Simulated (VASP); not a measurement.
Computed with r2SCAN meta-GGA, VASP's PBE PAW potentials (set 64) (plane waves; VASP 6.6.1).

A VASP calculation is set up with these files.

File POSCAR:
```
WC
1
    0.0000000000     2.5704000000     2.5704000000
    2.5704000000     0.0000000000     2.5704000000
    2.5704000000     2.5704000000     0.0000000000
W C
1 1
Direct
  0.0000000000   0.0000000000   0.0000000000
  0.5000000000   0.5000000000   0.5000000000
```

INCAR:
```
ALGO = Normal
EDIFF = 1E-6
EDIFFG = -0.01
ENCUT = 520
IBRION = 2
ISIF = 3
ISMEAR = 1
LASPH = .TRUE.
LCHARG = .FALSE.
LMAXMIX = 6
LMIXTAU = .TRUE.
LREAL = .FALSE.
LWAVE = .FALSE.
METAGGA = R2SCAN
NELM = 100
NSW = 60
PREC = Accurate
SIGMA = 0.1
SYSTEM = WC
```

**KPOINTS**
```
K-points
0
G
11 11 11
0 0 0
```

POTCAR, in this order: W_sv C (PBE.64 set). Program: vasp_std.

Output of the run:

### OUTCAR
```
 ion  position               nearest neighbor table
   1  0.000  0.000  0.000-   2 2.57   2 2.57   2 2.57   2 2.57   2 2.57   2 2.57
   2  0.500  0.500  0.500-   1 2.57   1 2.57   1 2.57   1 2.57   1 2.57   1 2.57
  LATTYP: Found a face centered cubic cell.
 ALAT       =     5.1408000000
 Subroutine PRICEL returns:
 Original cell was already a primitive cell.
 Subroutine GETGRP returns: Found 48 space group operations
The static configuration has the point symmetry O_h .
The dynamic configuration has the point symmetry O_h .
 Subroutine INISYM returns: Found 48 space group operations
 Subroutine IBZKPT returns following result:
 Found     56 irreducible k-points:

 Following reciprocal coordinates:
            Coordinates               Weight
  0.000000  0.000000  0.000000      1.000000
  0.090909  0.000000  0.000000      8.000000
  0.181818  0.000000  0.000000      8.000000
  0.272727  0.000000  0.000000      8.000000
  0.363636  0.000000  0.000000      8.000000
  0.454545  0.000000  0.000000      8.000000
  0.090909  0.090909  0.000000      6.000000
  0.181818  0.090909  0.000000     24.000000
  0.272727  0.090909  0.000000     24.000000
  0.363636  0.090909  0.000000     24.000000
  0.454545  0.090909  0.000000     24.000000
 -0.454545  0.090909  0.000000     24.000000
 -0.363636  0.090909  0.000000     24.000000
 -0.272727  0.090909  0.000000     24.000000
 -0.181818  0.090909  0.000000     24.000000
 -0.090909  0.090909  0.000000     12.000000
  0.181818  0.181818  0.000000      6.000000
  0.272727  0.181818  0.000000     24.000000
  0.363636  0.181818  0.000000     24.000000
  0.454545  0.181818  0.000000     24.000000
 -0.454545  0.181818  0.000000     24.000000
 -0.363636  0.181818  0.000000     24.000000
 -0.272727  0.181818  0.000000     24.000000
 -0.181818  0.181818  0.000000     12.000000
...
```

**OSZICAR**
```
...
DAV:  14    -0.585567009268E+02   -0.27587E-04   -0.18785E-05  1627   0.505E-02    0.157E-02
DAV:  15    -0.585566968790E+02    0.40478E-05   -0.91437E-06  1704   0.303E-02    0.114E-02
DAV:  16    -0.585566992871E+02   -0.24080E-05   -0.16075E-06   826   0.170E-02    0.186E-03
DAV:  17    -0.585566995191E+02   -0.23205E-06   -0.62815E-07   763   0.100E-02
   3 F= -.58556700E+02 E0= -.58556147E+02  d E =-.195462E+01
       N       E                     dE             d eps       ncg     rms          rms(c)
DAV:   1    -0.619486253115E+02   -0.33919E+01   -0.51415E+01  1491   0.927E+01    0.152E+01
DAV:   2    -0.599385957726E+02    0.20100E+01   -0.50157E+00  1496   0.268E+01    0.329E+00
DAV:   3    -0.597448376258E+02    0.19376E+00   -0.39186E-01  1586   0.658E+00    0.174E+00
DAV:   4    -0.596924436292E+02    0.52394E-01   -0.16949E-01  1801   0.431E+00    0.137E+00
DAV:   5    -0.596311133221E+02    0.61330E-01   -0.44718E-02  1511   0.272E+00    0.418E-01
DAV:   6    -0.597046736905E+02   -0.73560E-01   -0.24398E-02  1516   0.191E+00    0.103E-01
DAV:   7    -0.597042144967E+02    0.45919E-03   -0.14002E-03  1801   0.361E-01    0.527E-02
DAV:   8    -0.597040462472E+02    0.16825E-03   -0.12741E-04  1601   0.111E-01    0.440E-02
DAV:   9    -0.597041321511E+02   -0.85904E-04   -0.53076E-06  1546   0.303E-02    0.204E-02
DAV:  10    -0.597041983415E+02   -0.66190E-04   -0.27179E-05  1611   0.676E-02    0.367E-03
DAV:  11    -0.597041980470E+02    0.29450E-06   -0.55795E-07   923   0.977E-03
   4 F= -.59704198E+02 E0= -.59704241E+02  d E =-.310211E+01
       N       E                     dE             d eps       ncg     rms          rms(c)
DAV:   1    -0.741900622016E+02   -0.14486E+02   -0.32359E+02  1516   0.233E+02    0.559E+01
DAV:   2    -0.620812699605E+02    0.12109E+02   -0.23299E+01  1576   0.733E+01    0.125E+01
DAV:   3    -0.604753323263E+02    0.16059E+01   -0.44868E+00  1646   0.296E+01    0.806E+00
DAV:   4    -0.595193828272E+02    0.95595E+00   -0.35566E+00  1756   0.145E+01    0.302E+00
DAV:   5    -0.600109935451E+02   -0.49161E+00   -0.20455E-01  1576   0.430E+00    0.223E+00
DAV:   6    -0.602187727525E+02   -0.20778E+00   -0.82946E-01  1611   0.776E+00    0.163E+00
DAV:   7    -0.602713243667E+02   -0.52552E-01   -0.90186E-02  1576   0.374E+00    0.242E-01
DAV:   8    -0.602709314077E+02    0.39296E-03   -0.89666E-03  1531   0.138E+00    0.278E-01
DAV:   9    -0.602736564742E+02   -0.27251E-02   -0.70524E-03  1606   0.803E-01    0.132E-01
DAV:  10    -0.602747716816E+02   -0.11152E-02   -0.14270E-03  1541   0.413E-01    0.506E-02
DAV:  11    -0.602747635482E+02    0.81334E-05   -0.14496E-04  1676   0.114E-01    0.196E-02
DAV:  12    -0.602747447620E+02    0.18786E-04   -0.25377E-05  1611   0.564E-02    0.111E-02
DAV:  13    -0.602747639802E+02   -0.19218E-04   -0.10524E-05  1471   0.480E-02    0.482E-03
DAV:  14    -0.602747634191E+02    0.56112E-06   -0.31522E-07   758   0.774E-03
   5 F= -.60274763E+02 E0= -.60275211E+02  d E =-.367268E+01
       N       E                     dE             d eps       ncg     rms          rms(c)
DAV:   1    -0.636890974434E+02   -0.34143E+01   -0.78213E+01  1546   0.139E+02    0.209E+01
DAV:   2    -0.609467157954E+02    0.27424E+01   -0.99994E+00  1611   0.344E+01    0.574E+00
DAV:   3    -0.606383990247E+02    0.30832E+00   -0.91050E-01  1586   0.814E+00    0.233E+00
DAV:   4    -0.605799559212E+02    0.58443E-01   -0.19270E-01  1781   0.497E+00    0.870E-01
DAV:   5    -0.605617324371E+02    0.18223E-01   -0.44567E-02  1516   0.281E+00    0.697E-01
DAV:   6    -0.605974642734E+02   -0.35732E-01   -0.18138E-02  1476   0.167E+00    0.260E-01
DAV:   7    -0.605976766547E+02   -0.21238E-03   -0.46352E-03  1556   0.802E-01    0.141E-01
DAV:   8    -0.605966589719E+02    0.10177E-02   -0.10676E-03  1476   0.379E-01    0.267E-02
DAV:   9    -0.605966309958E+02    0.27976E-04   -0.78941E-05  1651   0.908E-02    0.646E-03
DAV:  10    -0.605966235223E+02    0.74735E-05   -0.60068E-06  1546   0.287E-02    0.129E-03
DAV:  11    -0.605966253865E+02   -0.18642E-05   -0.11333E-06   818   0.151E-02    0.979E-04
DAV:  12    -0.605966253008E+02    0.85715E-07   -0.19265E-07   728   0.520E-03
   6 F= -.60596625E+02 E0= -.60597077E+02  d E =-.399454E+01
       N       E                     dE             d eps       ncg     rms          rms(c)
DAV:   1    -0.607370354096E+02   -0.14041E+00   -0.28194E+00  1546   0.244E+01    0.453E+00
DAV:   2    -0.606339492885E+02    0.10309E+00   -0.26319E-01  1596   0.633E+00    0.908E-01
DAV:   3    -0.606246439272E+02    0.93054E-02   -0.19184E-02  1636   0.158E+00    0.339E-01
DAV:   4    -0.606218441116E+02    0.27998E-02   -0.85117E-03  1796   0.977E-01    0.318E-01
DAV:   5    -0.606199066638E+02    0.19374E-02   -0.27228E-03  1481   0.667E-01    0.140E-01
DAV:   6    -0.606229521671E+02   -0.30455E-02   -0.11357E-03  1491   0.419E-01    0.280E-02
DAV:   7    -0.606229204735E+02    0.31694E-04   -0.11208E-04  1791   0.101E-01    0.862E-03
DAV:   8    -0.606229172077E+02    0.32658E-05   -0.33114E-06  1411   0.204E-02    0.720E-03
DAV:   9    -0.606229169634E+02    0.24433E-06   -0.16023E-07   728   0.380E-03
   7 F= -.60622917E+02 E0= -.60623432E+02  d E =-.402083E+01
       N       E                     dE             d eps       ncg     rms          rms(c)
DAV:   1    -0.606378594008E+02   -0.14942E-01   -0.37982E-01  1546   0.908E+00    0.168E+00
DAV:   2    -0.606240758262E+02    0.13784E-01   -0.34904E-02  1601   0.230E+00    0.345E-01
DAV:   3    -0.606228434474E+02    0.12324E-02   -0.26081E-03  1641   0.595E-01    0.121E-01
DAV:   4    -0.606224856812E+02    0.35777E-03   -0.11436E-03  1791   0.351E-01    0.113E-01
DAV:   5    -0.606222898483E+02    0.19583E-03   -0.36795E-04  1481   0.242E-01    0.520E-02
DAV:   6    -0.606226524285E+02   -0.36258E-03   -0.14685E-04  1476   0.150E-01    0.105E-02
DAV:   7    -0.606226483519E+02    0.40766E-05   -0.14945E-05  1786   0.370E-02    0.262E-03
DAV:   8    -0.606226482194E+02    0.13253E-06   -0.36945E-07   738   0.711E-03
   8 F= -.60622648E+02 E0= -.60623180E+02  d E =-.402056E+01
       N       E                     dE             d eps       ncg     rms          rms(c)
DAV:   1    -0.606674000878E+02   -0.44752E-01   -0.11793E+00  1546   0.161E+01    0.287E+00
DAV:   2    -0.606245154635E+02    0.42885E-01   -0.12291E-01  1601   0.416E+00    0.595E-01
DAV:   3    -0.606204206649E+02    0.40948E-02   -0.89389E-03  1606   0.955E-01    0.222E-01
DAV:   4    -0.606192618986E+02    0.11588E-02   -0.32596E-03  1771   0.642E-01    0.183E-01
DAV:   5    -0.606185338226E+02    0.72808E-03   -0.91589E-04  1461   0.402E-01    0.902E-02
DAV:   6    -0.606195787862E+02   -0.10450E-02   -0.38221E-04  1476   0.247E-01    0.231E-02
DAV:   7    -0.606195664649E+02    0.12321E-04   -0.30343E-05  1796   0.590E-02    0.367E-03
DAV:   8    -0.606195654198E+02    0.10450E-05   -0.68858E-07   753   0.100E-02    0.363E-03
DAV:   9    -0.606195660400E+02   -0.62014E-06   -0.49541E-08   728   0.285E-03
   9 F= -.60619566E+02 E0= -.60620064E+02  d E =0.308218E-02
       N       E                     dE             d eps       ncg     rms          rms(c)
DAV:   1    -0.606456229388E+02   -0.26058E-01   -0.55249E-01  1546   0.109E+01    0.201E+00
DAV:   2    -0.606255554154E+02    0.20068E-01   -0.51159E-02  1601   0.277E+00    0.411E-01
DAV:   3    -0.606237624424E+02    0.17930E-02   -0.37996E-03  1641   0.712E-01    0.146E-01
DAV:   4    -0.606232393692E+02    0.52307E-03   -0.16445E-03  1791   0.426E-01    0.137E-01
DAV:   5    -0.606229284305E+02    0.31094E-03   -0.52709E-04  1481   0.292E-01    0.617E-02
DAV:   6    -0.606234793372E+02   -0.55091E-03   -0.21348E-04  1486   0.182E-01    0.127E-02
DAV:   7    -0.606234730218E+02    0.63154E-05   -0.21636E-05  1786   0.445E-02    0.333E-03
DAV:   8    -0.606234727188E+02    0.30301E-06   -0.55754E-07   733   0.865E-03
  10 F= -.60623473E+02 E0= -.60623996E+02  d E =-.824499E-03
```

### OUTCAR
```
------------------------ aborting loop because EDIFF is reached ----------------------------------------
  FORCE on cell =-STRESS in cart. coord.  units (eV):
  Direction    XX          YY          ZZ          XY          YZ          ZX
  --------------------------------------------------------------------------------------
  Total       -0.0031442     -0.0031442     -0.0031442      0.0000000     -0.0000000      0.0000000
  in kB       -0.2413173     -0.2413173     -0.2413173      0.0000000     -0.0000000      0.0000000
  external PRESSURE =      -0.2413173 kB  Pullay stress =       0.0000000 kB
  volume of cell :       20.88
      direct lattice vectors                 reciprocal lattice vectors
    -0.000000000  2.185411822  2.185411822    -0.228789830  0.228789830  0.228789830
     2.185411822  0.000000000  2.185411822     0.228789830 -0.228789830  0.228789830
     2.185411822  2.185411822 -0.000000000     0.228789830  0.228789830 -0.228789830
 POSITION                                       TOTAL-FORCE (eV/Angst)
 -----------------------------------------------------------------------------------
      0.00000      0.00000      0.00000        -0.000000     -0.000000     -0.000000
      2.18541      2.18541      2.18541         0.000000      0.000000      0.000000
 -----------------------------------------------------------------------------------
    total drift:                               -0.000000      0.000000      0.000000
  FREE ENERGIE OF THE ION-ELECTRON SYSTEM (eV)
  ---------------------------------------------------
  free  energy   TOTEN  =       -60.6234727188 eV

  energy  without entropy=      -60.6250416192  energy(sigma->0) =      -60.62399569

 reached required accuracy - stopping structural energy minimisation
```
(Selected blocks of OUTCAR.)

CONTCAR:
```
WC
   1.00000000000000
    -0.0000000000000000    2.1854118220156540    2.1854118220156540
     2.1854118220156540    0.0000000000000000    2.1854118220156540
     2.1854118220156540    2.1854118220156540   -0.0000000000000000
  W               C
     1     1
Direct
     0.0000000000000000    0.0000000000000000    0.0000000000000000
     0.5000000000000000    0.5000000000000000    0.5000000000000000
```

Energy and stress use the plane-wave basis of the starting cell.

The structure was generated: WC was put into the rock salt type (Fm-3m), which need not be its known phase. This run relaxes it. Symmetry was kept, so distortions that lower it aren't found. VASP warned that the highest band is occupied, so more bands are needed.
